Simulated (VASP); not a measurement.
Data:

```
CELL_PARAMETERS angstrom
      2.87029     0.00000     0.00000
      0.00000     2.87029     0.00000
      0.00000     0.00000     4.11855
ATOMIC_POSITIONS crystal
  Ta 0.50000 0.50000 0.50000
  Au 0.00000 0.00000 0.00000
```

Level of theory: PBEsol GGA, VASP's PBE PAW potentials (set 64) (plane waves; VASP). Run with 400 eV cut-off, 11×11×8 Γ-centred mesh, first-order Methfessel-Paxton smearing of 0.10 eV, potentials Ta_pv Au.

Unless said otherwise, spin-orbit coupling is left out, though it shifts the bands of the heavy elements here.

### Question
Estimate the energy per atom (σ→0), band gap (on the k-mesh) with the smallest direct gap where there is one.

### Answer

```yaml
band gap (on the k-mesh): none (metal, semimetal or under 0.01 eV)
energy per atom (σ→0): -8.313 eV/atom
```

Only differences to runs with the same potentials and settings are physical.

The structure comes from a computed database's TaAu entry (P4/mmm); how it stands against other phases isn't given here. It was relaxed first. The start is the result of an earlier pass.
